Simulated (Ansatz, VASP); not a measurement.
# Cross-check of WSeS between VASP and Ansatz

Wanted: the spread between two codes on one cell, functional and k mesh. The cell is taken from a series of runs on this material, whose earlier steps may have relaxed, scaled, displaced or heated it; both programs get it as it stands.

Calculated with Ansatz 0.2.0; plane waves, with VASP 6.6.1 beside it; zone-centre phonons at PBEsol.

**1. Set-up**

The cell holds 3 atoms: 1 W, 1 S and 1 Se. Its edges and angles: a = 3.207 Å, b = 3.183 Å, c = 30.400 Å, α = 90.0°, β = 90.0°, γ = 120.2°. Vacuum lies along c.

As a file:

```xyz
3
Lattice="3.2070 0.0000 0.0000 -1.6035 2.7496 0.0000 0.0000 0.0000 30.4000" Properties=species:S:1:pos:R:3
W     0.0000    1.8306   10.0243
S     1.6035    0.9179   11.5637
Se    1.6035    0.9176    8.3120
```

**2. VASP: zone-centre phonons, PBEsol, pair 1**

Second derivatives magnify differences that forces hide, and they need a tight electronic threshold.

Lines of VASP's logs that name or quote its potential files are left out, and so is its time.

File INCAR:

```
SYSTEM = WSeS
PREC = Accurate
ENCUT = 600
EDIFF = 1E-08
NELM = 120
ISMEAR = 0
SIGMA = 0.01
LREAL = .FALSE.
ALGO = Normal
GGA = PS
NBANDS = 15
LASPH = .TRUE.
LORBIT = 11
LWAVE = .FALSE.
LCHARG = .FALSE.
ISIF = 2
IBRION = 8
GGA_COMPAT = .FALSE.
EFERMI = MIDGAP
NELMDL = -8
KPAR = 2
```

File POSCAR:

```
WSeS
1.0
    3.2069962185      0.0000000000      0.0000000000
   -1.6034981092      2.7495667931      0.0000000000
    0.0000000000      0.0000000000     30.4000000000
W S Se
1 1 1
Direct
    0.3328844626      0.6657689253      0.3297481417
    0.6669250484      0.3338500969      0.3803846412
    0.6668571555      0.3337143111      0.2734198487
```

File KPOINTS:

```
Automatic mesh
0
Gamma
12 12 1
0 0 0
```

PAW data sets: W, S and Se (PBE family, release 64).

Launch:

```bash
> mpirun -np 2 vasp_std
```

Numbers of over 12 decimals in the logs are rounded to 6 here.

The program printed:

```text
[banner, memory and clock lines left out]
running    2 mpi-ranks, on    1 nodes
 distrk:  each k-point on    1 cores,    2 groups
 distr:  one band on    1 cores,    1 groups

 POSCAR found type information on POSCAR W S Se
 POSCAR found :  3 types and       3 ions
|                                                                             |
|               ----> ADVICE to this user running VASP <----                  |
|                                                                             |
|     You enforced a specific xc type in the INCAR file but a different       |
|     [... a line on the potential file left out ...]
|     I HOPE YOU KNOW WHAT YOU ARE DOING!                                     |
|                                                                             |

 LDA part: xc-table for (Slater+PW92), standard interpolation
 POSCAR, INCAR and KPOINTS ok, starting setup
 FFT: planning ... GRIDC
 FFT: planning ... GRID_SOFT
 FFT: planning ... GRID
 WAVECAR not read
 entering main loop
       N       E                     dE             d eps       ncg     rms          rms(c)
DAV:   1     0.145786601953E+03    0.14579E+03   -0.60168E+03  1290   0.940E+02
DAV:   2    -0.708669291362E+01   -0.15287E+03   -0.14233E+03  2268   0.162E+02
DAV:   3    -0.250790288461E+02   -0.17992E+02   -0.17862E+02  1815   0.723E+01
DAV:   4    -0.254540275306E+02   -0.37500E+00   -0.37303E+00  1742   0.130E+01
DAV:   5    -0.254631804591E+02   -0.91529E-02   -0.91479E-02  1742   0.188E+00
DAV:   6    -0.254635164174E+02   -0.33596E-03   -0.33594E-03  1832   0.375E-01
DAV:   7    -0.254635290887E+02   -0.12671E-04   -0.12671E-04  1814   0.666E-02
DAV:   8    -0.254635296863E+02   -0.59762E-06   -0.59750E-06  1855   0.140E-02    0.263E+01
DAV:   9    -0.245004194218E+02    0.96311E+00   -0.24267E+00  1970   0.116E+01    0.112E+01
DAV:  10    -0.243562981268E+02    0.14412E+00   -0.11269E+00  1710   0.801E+00    0.547E+00
DAV:  11    -0.242767582289E+02    0.79540E-01   -0.16899E-01  1570   0.368E+00    0.818E-01
DAV:  12    -0.242759977671E+02    0.76046E-03   -0.31262E-02  1780   0.118E+00    0.443E-01
DAV:  13    -0.242740970154E+02    0.19008E-02   -0.74360E-03  1752   0.626E-01    0.161E-01
DAV:  14    -0.242740754045E+02    0.21611E-04   -0.76796E-04  1787   0.223E-01    0.584E-02
[...]
DAV:  24    -0.242746250439E+02   -0.58012E-05   -0.16494E-07  1654   0.126E-03    0.343E-04
DAV:  25    -0.242746268817E+02   -0.18378E-05   -0.27114E-08  1610   0.501E-04    0.169E-04
DAV:  26    -0.242746285787E+02   -0.16969E-05   -0.31637E-08  1489   0.434E-04    0.105E-04
DAV:  27    -0.242746291894E+02   -0.61072E-06   -0.52619E-09  1537   0.211E-04    0.103E-04
DAV:  28    -0.242746294920E+02   -0.30264E-06   -0.20393E-09  1360   0.168E-04    0.367E-05
DAV:  29    -0.242746295366E+02   -0.44542E-07    0.31435E-10  1436   0.872E-05    0.564E-05
DAV:  30    -0.242746295619E+02   -0.25296E-07    0.55280E-10  1296   0.353E-05    0.162E-05
DAV:  31    -0.242746295718E+02   -0.99758E-08    0.59490E-10  1156   0.241E-05
   1 F= -.24274630E+02 E0= -.24274630E+02  d E =0.000000E+00
 Linear response reoptimize wavefunctions to high precision
DAV:   1    -0.242746295726E+02   -0.81832E-09    0.63312E-10  1408   0.108E-05
DAV:   2    -0.242746295726E+02    0.10004E-10    0.64207E-10  1408   0.425E-06
 Linear response DOF=           9
 Linear response progress:
  Degree of freedom:   1/  9
       N       E                     dE             d eps       ncg     rms          rms(c)
RMM:   1    -0.114781670249E+00   -0.11478E+00   -0.10425E-01  4095   0.179E+00
RMM:   2    -0.109967801146E+00    0.48139E-02   -0.33824E-03  3459   0.366E-01    0.174E-01
RMM:   3    -0.109407356013E+00    0.56045E-03   -0.31355E-04  3537   0.974E-02    0.103E-01
RMM:   4    -0.109211976598E+00    0.19538E-03   -0.36640E-04  3439   0.116E-01    0.139E-02
RMM:   5    -0.109251577454E+00   -0.39601E-04   -0.73897E-06  3913   0.161E-02    0.326E-03
RMM:   6    -0.109258783844E+00   -0.72064E-05   -0.49366E-07  3942   0.292E-03    0.606E-04
[...]
RMM:  12    -0.151711656277E+00   -0.45859E-07   -0.31034E-08  2386   0.110E-04    0.426E-05
RMM:  13    -0.151711716550E+00   -0.60273E-07   -0.76564E-08  2412   0.111E-04    0.176E-05
RMM:  14    -0.151711775810E+00   -0.59261E-07   -0.38537E-08  2517   0.712E-05    0.138E-05
RMM:  15    -0.151711757961E+00    0.17849E-07   -0.30377E-09  2570   0.731E-05    0.980E-06
RMM:  16    -0.151711770725E+00   -0.12763E-07   -0.25898E-08  2558   0.280E-05    0.451E-06
RMM:  17    -0.151711759757E+00    0.10968E-07   -0.42320E-09  2584   0.342E-05    0.228E-06
RMM:  18    -0.151711762935E+00   -0.31781E-08   -0.29022E-08  2278   0.785E-06    0.115E-06
 first order change of Fermi-energy  -0.95824E+00
 force on displaced ion       1 direction 3 :  -0.000  -0.028 -31.712
 Linear response progress:
  Degree of freedom:   4/  9
       N       E                     dE             d eps       ncg     rms          rms(c)
RMM:   1    -0.944821275557E-01   -0.94482E-01    0.10485E-02  5358   0.207E+00
RMM:   2    -0.929365325348E-01    0.15456E-02   -0.23708E-03  3587   0.380E-01    0.133E-01
RMM:   3    -0.931306303789E-01   -0.19410E-03   -0.11741E-04  3688   0.679E-02    0.770E-02
RMM:   4    -0.934092516269E-01   -0.27862E-03   -0.79687E-05  3793   0.460E-02    0.136E-02
[...]
first order change of Fermi-energy  -0.16514E+00
 force on displaced ion       2 direction 2 :  -0.000 -10.761  -0.167
 Linear response progress:
  Degree of freedom:   6/  9
       N       E                     dE             d eps       ncg     rms          rms(c)
RMM:   1    -0.160005305273E+00   -0.16001E+00    0.25070E-02  3090   0.215E+00
RMM:   2    -0.156697475747E+00    0.33078E-02   -0.32294E-03  2097   0.417E-01    0.356E-01
RMM:   3    -0.156593101415E+00    0.10437E-03   -0.45402E-04  2186   0.129E-01    0.261E-01
RMM:   4    -0.156767100083E+00   -0.17400E-03   -0.32587E-04  2159   0.829E-02    0.495E-02
RMM:   5    -0.156720568151E+00    0.46532E-04   -0.13816E-04  2142   0.576E-02    0.167E-02
RMM:   6    -0.156716626694E+00    0.39415E-05   -0.42686E-06  2167   0.127E-02    0.446E-03
RMM:   7    -0.156714843767E+00    0.17829E-05   -0.48809E-07  2330   0.366E-03    0.225E-03
RMM:   8    -0.156718746137E+00   -0.39024E-05   -0.30544E-08  2336   0.791E-04    0.132E-03
RMM:   9    -0.156724918694E+00   -0.61726E-05   -0.28826E-08  2182   0.702E-04    0.237E-04
RMM:  10    -0.156727300745E+00   -0.23821E-05   -0.10717E-08  2315   0.362E-04    0.453E-04
RMM:  11    -0.156729623535E+00   -0.23228E-05   -0.25969E-08  2364   0.447E-04    0.137E-04
RMM:  12    -0.156731462586E+00   -0.18391E-05   -0.20584E-08  2443   0.300E-04    0.682E-05
RMM:  13    -0.156732130212E+00   -0.66763E-06   -0.93590E-08  2474   0.172E-04    0.285E-05
RMM:  14    -0.156732140271E+00   -0.10059E-07   -0.23723E-09  2507   0.148E-04    0.406E-05
RMM:  15    -0.156732201638E+00   -0.61366E-07   -0.18060E-07  2514   0.595E-05    0.133E-05
RMM:  16    -0.156732279579E+00   -0.77942E-07   -0.36775E-08  2503   0.377E-05    0.125E-05
RMM:  17    -0.156732263999E+00    0.15580E-07   -0.25881E-08  2489   0.268E-05    0.520E-06
RMM:  18    -0.156732272909E+00   -0.89098E-08   -0.60372E-08  2394   0.144E-05    0.311E-06
 first order change of Fermi-energy   0.28378E+00
 force on displaced ion       2 direction 3 :  -0.000  -0.169 -18.164
 Linear response progress:
  Degree of freedom:   7/  9
       N       E                     dE             d eps       ncg     rms          rms(c)
RMM:   1    -0.694193369979E-01   -0.69419E-01    0.34930E-02  5312   0.148E+00
RMM:   2    -0.685117256809E-01    0.90761E-03   -0.17607E-03  3643   0.291E-01    0.937E-02
RMM:   3    -0.686085210836E-01   -0.96795E-04   -0.67761E-05  3722   0.458E-02    0.563E-02
RMM:   4    -0.687647474882E-01   -0.15623E-03   -0.29779E-05  3813   0.319E-02    0.681E-03
RMM:   5    -0.687298963197E-01    0.34851E-04   -0.85638E-07  3869   0.649E-03    0.203E-03
RMM:   6    -0.687196869544E-01    0.10209E-04   -0.19694E-08  4028   0.180E-03    0.535E-04
RMM:   7    -0.687230237362E-01   -0.33368E-05   -0.67371E-09  3847   0.734E-04    0.162E-04
RMM:   8    -0.687226021245E-01    0.42161E-06    0.33304E-08  4094   0.154E-04    0.335E-05
RMM:   9    -0.687224058863E-01    0.19624E-06    0.24359E-08  4110   0.371E-05    0.157E-05
RMM:  10    -0.687222577895E-01    0.14810E-06    0.41480E-09  3850   0.219E-05    0.337E-06
RMM:  11    -0.687222533878E-01    0.44017E-08   -0.10376E-08  4175   0.675E-06    0.236E-06
 first order change of Fermi-energy  -0.16376E-03
 force on displaced ion       3 direction 1 :  -9.251  -0.001   0.001
 Linear response progress:
  Degree of freedom:   8/  9
       N       E                     dE             d eps       ncg     rms          rms(c)
RMM:   1    -0.690995909036E-01   -0.69100E-01    0.33529E-02  3040   0.147E+00
RMM:   2    -0.681531480906E-01    0.94644E-03   -0.17396E-03  2116   0.287E-01    0.932E-02
RMM:   3    -0.682441644989E-01   -0.91016E-04   -0.67901E-05  2151   0.440E-02    0.560E-02
RMM:   4    -0.683978514305E-01   -0.15369E-03   -0.30412E-05  2211   0.316E-02    0.677E-03
RMM:   5    -0.683660073344E-01    0.31844E-04   -0.14837E-06  2268   0.630E-03    0.251E-03
RMM:   6    -0.683543816546E-01    0.11626E-04   -0.96945E-08  2308   0.220E-03    0.691E-04
RMM:   7    -0.683547541513E-01   -0.37250E-06   -0.17715E-08  2301   0.551E-04    0.316E-04
RMM:   8    -0.683564839573E-01   -0.17298E-05   -0.11881E-08  2169   0.363E-04    0.696E-05
RMM:   9    -0.683563009676E-01    0.18299E-06   -0.92274E-10  2410   0.853E-05    0.226E-05
RMM:  10    -0.683560432712E-01    0.25770E-06   -0.33517E-09  2230   0.305E-05    0.611E-06
RMM:  11    -0.683560433817E-01   -0.11058E-09   -0.66886E-09  2435   0.867E-06    0.159E-06
 first order change of Fermi-energy  -0.16994E+00
 force on displaced ion       3 direction 2 :  -0.000  -9.354   0.141
 Linear response progress:
  Degree of freedom:   9/  9
       N       E                     dE             d eps       ncg     rms          rms(c)
RMM:   1    -0.134963786955E+00   -0.13496E+00    0.71787E-02  2998   0.159E+00
RMM:   2    -0.133439960961E+00    0.15238E-02   -0.29347E-03  2092   0.365E-01    0.283E-01
RMM:   3    -0.133295607599E+00    0.14435E-03   -0.34931E-04  2203   0.110E-01    0.224E-01
RMM:   4    -0.133384291079E+00   -0.88683E-04   -0.33362E-04  2180   0.819E-02    0.468E-02
RMM:   5    -0.133344190276E+00    0.40101E-04   -0.10461E-04  2111   0.508E-02    0.121E-02
RMM:   6    -0.133342159453E+00    0.20308E-05   -0.57254E-06  2234   0.143E-02    0.221E-03
RMM:   7    -0.133344438833E+00   -0.22794E-05   -0.29576E-07  2242   0.288E-03    0.122E-03
RMM:   8    -0.133347451267E+00   -0.30124E-05   -0.23576E-08  2305   0.756E-04    0.771E-04
RMM:   9    -0.133353962026E+00   -0.65108E-05   -0.92324E-08  2155   0.115E-03    0.357E-04
RMM:  10    -0.133359419835E+00   -0.54578E-05   -0.89521E-08  2407   0.962E-04    0.234E-04
RMM:  11    -0.133361419245E+00   -0.19994E-05    0.22982E-10  2465   0.466E-04    0.958E-05
RMM:  12    -0.133363113987E+00   -0.16947E-05   -0.47426E-08  2491   0.432E-04    0.614E-05
RMM:  13    -0.133363216310E+00   -0.10232E-06    0.67888E-09  2554   0.294E-04    0.421E-05
RMM:  14    -0.133363340915E+00   -0.12460E-06   -0.52079E-08  2575   0.156E-04    0.231E-05
RMM:  15    -0.133363372174E+00   -0.31259E-07   -0.22878E-07  2571   0.850E-05    0.112E-05
RMM:  16    -0.133363421117E+00   -0.48943E-07   -0.42406E-08  2557   0.636E-05    0.900E-06
RMM:  17    -0.133363432579E+00   -0.11462E-07   -0.60635E-08  2483   0.233E-05    0.313E-06
RMM:  18    -0.133363434157E+00   -0.15774E-08   -0.35585E-08  2272   0.111E-05    0.177E-06
 first order change of Fermi-energy   0.67453E+00
 force on displaced ion       3 direction 3 :   0.000   0.140 -17.125
 Linear response finished
```

OUTCAR, selected parts (step 2):

```text
ion  position               nearest neighbor table
   1  0.333  0.666  0.330-   2 2.40   2 2.40   2 2.40   3 2.51   3 2.52   3 2.52
   2  0.667  0.334  0.380-   1 2.40   1 2.40   1 2.40
   3  0.667  0.334  0.273-   1 2.51   1 2.52   1 2.52

  LATTYP: Found a base centered orthorhombic cell.
 ALAT       =     3.2069962185
 B/A-ratio  =     1.7147302995
 C/A-ratio  =     9.4792752871

 Subroutine GETGRP returns: Found  2 space group operations
 (whereof  2 operations were pure point group operations)

The static configuration has the point symmetry C_1h.

 Found     43 irreducible k-points:

   k-points           NKPTS =     43   k-points in BZ     NKDIM =     43   number of bands    NBANDS=     15

   dimension x,y,z NGX =    28 NGY =   28 NGZ =  250
   dimension x,y,z NGXF=    56 NGYF=   56 NGZF=  500

   ENCUT  =  600.0 eV  44.10 Ry    6.64 a.u.   6.41  6.36 60.72*2*pi/ulx,y,z

   NELECT =      18.0000    total number of electrons

 k-points in reciprocal lattice and weights: Automatic mesh
   0.00000000  0.00000000  0.00000000       0.007
   0.08333333  0.00000000  0.00000000       0.028
   0.16666667  0.00000000  0.00000000       0.028
   0.25000000  0.00000000  0.00000000       0.028
   0.33333333 -0.00000000  0.00000000       0.028
   0.41666667  0.00000000  0.00000000       0.028
   0.50000000  0.00000000  0.00000000       0.014
   0.00000000  0.08333333  0.00000000       0.014
   0.08333333  0.08333333  0.00000000       0.028
[...]
0.16666667  0.41666667  0.00000000       0.014
   0.00000000  0.50000000  0.00000000       0.007

 average (electrostatic) potential at core
       1 -48.4133       2 -94.5588       3 -61.1951

  Total        0.0413255      0.6980418     -0.0570847      0.0000000     -0.0001024     -0.0000000
  in kB        0.2469973      4.1721094     -0.3411883      0.0000000     -0.0006121     -0.0000000
  external PRESSURE =       1.3593062 kB  Pullay stress =       0.0000000 kB

  energy-cutoff  :      600.00
  volume of cell :      268.06
      direct lattice vectors                 reciprocal lattice vectors
     3.206996219  0.000000000  0.000000000     0.311818266  0.181846828  0.000000000
    -1.603498109  2.749566793  0.000000000     0.000000000  0.363693656  0.000000000
     0.000000000  0.000000000 30.400000000     0.000000000  0.000000000  0.032894737

 POSITION                                       TOTAL-FORCE (eV/Angst)
 -----------------------------------------------------------------------------------
     -0.00000      1.83058     10.02434        -0.000000     -0.000786      0.015466
      1.60350      0.91794     11.56369         0.000000      0.000417     -0.023793
      1.60350      0.91757      8.31196         0.000000      0.000369      0.008327
 -----------------------------------------------------------------------------------
    total drift:                                0.000000     -0.000082      0.000083

 Eigenvectors and eigenvalues of the dynamical matrix
 ----------------------------------------------------

   1 f  =   12.707852 THz    79.845791 2PiTHz  423.888325 cm-1    52.555431 meV
             X         Y         Z           dx          dy          dz
     -0.000000  1.830576 10.024344    -0.000000   -0.009081   -0.409540
      1.603498  0.917943 11.563693     0.000000    0.021790    0.910904
      1.603498  0.917570  8.311963     0.000000    0.000032    0.044434

   2 f  =   10.059688 THz    63.206884 2PiTHz  335.555075 cm-1    41.603508 meV
             X         Y         Z           dx          dy          dz
     -0.000000  1.830576 10.024344    -0.000000   -0.463443    0.012713
      1.603498  0.917943 11.563693     0.000000    0.872852   -0.019448
      1.603498  0.917570  8.311963     0.000000    0.150870   -0.007000

   3 f  =    9.997156 THz    62.813982 2PiTHz  333.469219 cm-1    41.344895 meV
             X         Y         Z           dx          dy          dz
     -0.000000  1.830576 10.024344    -0.463047    0.000000   -0.000000
      1.603498  0.917943 11.563693     0.873569   -0.000000    0.000000
      1.603498  0.917570  8.311963     0.149883   -0.000000    0.000000

   4 f  =    8.494802 THz    53.374417 2PiTHz  283.356105 cm-1    35.131664 meV
             X         Y         Z           dx          dy          dz
     -0.000000  1.830576 10.024344    -0.000000   -0.003106    0.456710
      1.603498  0.917943 11.563693     0.000000   -0.011784    0.247264
      1.603498  0.917570  8.311963     0.000000    0.012383   -0.854386

   5 f  =    6.128283 THz    38.505135 2PiTHz  204.417505 cm-1    25.344529 meV
             X         Y         Z           dx          dy          dz
     -0.000000  1.830576 10.024344    -0.000000   -0.402097   -0.008963
      1.603498  0.917943 11.563693    -0.000000   -0.358828   -0.000156
      1.603498  0.917570  8.311963     0.000000    0.842194    0.013781

   6 f  =    6.097755 THz    38.313325 2PiTHz  203.399213 cm-1    25.218277 meV
             X         Y         Z           dx          dy          dz
     -0.000000  1.830576 10.024344     0.402695   -0.000000   -0.000000
      1.603498  0.917943 11.563693     0.357993   -0.000000   -0.000000
      1.603498  0.917570  8.311963    -0.842424    0.000000    0.000000

   7 f/i=    0.000251 THz     0.001577 2PiTHz    0.008371 cm-1     0.001038 meV
             X         Y         Z           dx          dy          dz
     -0.000000  1.830576 10.024344     0.000000   -0.267670    0.742840
      1.603498  0.917943 11.563693     0.000000   -0.111799    0.310243
      1.603498  0.917570  8.311963     0.000000   -0.175434    0.486842

   8 f/i=    0.000596 THz     0.003744 2PiTHz    0.019874 cm-1     0.002464 meV
             X         Y         Z           dx          dy          dz
     -0.000000  1.830576 10.024344     0.789572   -0.000000   -0.000000
      1.603498  0.917943 11.563693     0.329725   -0.000000   -0.000000
      1.603498  0.917570  8.311963     0.517550   -0.000000   -0.000000

   9 f/i=    0.000843 THz     0.005299 2PiTHz    0.028131 cm-1     0.003488 meV
             X         Y         Z           dx          dy          dz
     -0.000000  1.830576 10.024344     0.000000    0.742832    0.267656
      1.603498  0.917943 11.563693     0.000000    0.310257    0.111744
      1.603498  0.917570  8.311963     0.000000    0.486845    0.175491

 ELASTIC MODULI CONTR FROM IONIC RELAXATION (kBar)
 Direction    XX          YY          ZZ          XY          YZ          ZX
 --------------------------------------------------------------------------------
 XX        -105.8190    -74.2765   -236.3983     -0.0000      4.6100      0.0000
 YY         -74.2765   -104.0021   -232.7200     -0.0000     -4.9620     -0.0000
 ZZ        -236.3983   -232.7200   -614.6701     -0.0000      0.0552      0.0000
 XY          -0.0000     -0.0000     -0.0000     -8.1195     -0.0000      6.3769
 YZ           4.6100     -4.9620      0.0552     -0.0000   -309.3039     -0.0000
 ZX           0.0000     -0.0000      0.0000      6.3769     -0.0000   -278.8180
 --------------------------------------------------------------------------------
```

This run has no spin polarisation, so a moment on W, if there is one, isn't seen.

(Continued in part 2 of 2.)

[Lines on the potential files, build, host, timing and source positions are cut from VASP's logs without a mark.]

[Logs are printed without paths, hosts, clocks, repeated set-up lines and the standing remarks that a program may print on its own settings, such as how far it seeks lower states.]

[Hosts, paths, dates, database ids (printed as entryN), source tags and the programs' standing remarks are cut or masked in the printed files.]
